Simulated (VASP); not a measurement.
Computed with RPBE GGA, VASP's PBE PAW potentials (set 64) (plane waves; VASP).

The input files of a VASP run:

**KPOINTS**
```
Regular mesh
0
Gamma
  7 7 7
0 0 0
```

### POSCAR
```
NaCl
1
    0.0000000000     2.8764000000     2.8764000000
    2.8764000000     0.0000000000     2.8764000000
    2.8764000000     2.8764000000     0.0000000000
Na Cl
1 1
Direct
  0.0000000000   0.0000000000   0.0000000000
  0.5000000000   0.5000000000   0.5000000000
```

INCAR:
```
ISIF=2   # forces and stress, cell fixed
SIGMA=0.05   # width (eV)
NELM=100
ISMEAR=0   # Gaussian
PREC=Accurate
ENCUT=400   # plane-wave cut-off (eV)
LCHARG=F
LASPH=T
GGA=RP   # RPBE
LREAL=F   # projection in real space or not
ALGO=Normal
LWAVE=F
SYSTEM=NaCl
EDIFF=1E-6
```

POTCAR, in this order: Na_pv Cl (PBE.64 set). Program: vasp_std.

Output

### OSZICAR
```
       N       E                     dE             d eps       ncg     rms          rms(c)
DAV:   1     0.858925157741E+02    0.85893E+02   -0.64000E+03   440   0.104E+03
DAV:   2     0.416939386818E+00   -0.85476E+02   -0.80258E+02   504   0.252E+02
DAV:   3    -0.652577359082E+01   -0.69427E+01   -0.69111E+01   515   0.759E+01
DAV:   4    -0.665625014941E+01   -0.13048E+00   -0.13037E+00   526   0.116E+01
DAV:   5    -0.665965535746E+01   -0.34052E-02   -0.34049E-02   522   0.178E+00    0.242E+00
DAV:   6    -0.644745157217E+01    0.21220E+00   -0.43566E-01   512   0.395E+00    0.190E+00
DAV:   7    -0.644092399264E+01    0.65276E-02   -0.12277E-01   509   0.229E+00    0.124E+00
DAV:   8    -0.645383908885E+01   -0.12915E-01   -0.20876E-02   455   0.137E+00    0.248E-01
DAV:   9    -0.645391262832E+01   -0.73539E-04   -0.28990E-04   550   0.168E-01    0.145E-01
DAV:  10    -0.645446543202E+01   -0.55280E-03   -0.11241E-03   455   0.295E-01    0.761E-02
DAV:  11    -0.645445234170E+01    0.13090E-04   -0.24512E-05   523   0.584E-02    0.867E-03
DAV:  12    -0.645445649462E+01   -0.41529E-05   -0.60803E-06   473   0.262E-02    0.389E-03
DAV:  13    -0.645445695233E+01   -0.45771E-06   -0.14120E-06   470   0.966E-03
   1 F= -.64544570E+01 E0= -.64544570E+01  d E =-.372019E-12
```

OUTCAR:
```
------------------------ aborting loop because EDIFF is reached ----------------------------------------
  FORCE on cell =-STRESS in cart. coord.  units (eV):
  Direction    XX          YY          ZZ          XY          YZ          ZX
  --------------------------------------------------------------------------------------
  Total        0.2397285      0.2397285      0.2397285     -0.0000000     -0.0000000      0.0000000
  in kB        8.0696059      8.0696059      8.0696059     -0.0000000     -0.0000000      0.0000000
  external PRESSURE =       8.0696059 kB  Pullay stress =       0.0000000 kB
  volume of cell :       47.60
      direct lattice vectors                 reciprocal lattice vectors
     0.000000000  2.876400000  2.876400000    -0.173828397  0.173828397  0.173828397
     2.876400000  0.000000000  2.876400000     0.173828397 -0.173828397  0.173828397
     2.876400000  2.876400000  0.000000000     0.173828397  0.173828397 -0.173828397
  FREE ENERGIE OF THE ION-ELECTRON SYSTEM (eV)
  ---------------------------------------------------
  free  energy   TOTEN  =        -6.4544569523 eV

  energy  without entropy=       -6.4544569523  energy(sigma->0) =       -6.45445695
```
(Selected blocks of OUTCAR.)

The compound is NaCl in the rock salt structure. The cell was not relaxed at this level. The run is one of a series of settings (GGA = RP against the base run), some of them coarse on purpose.
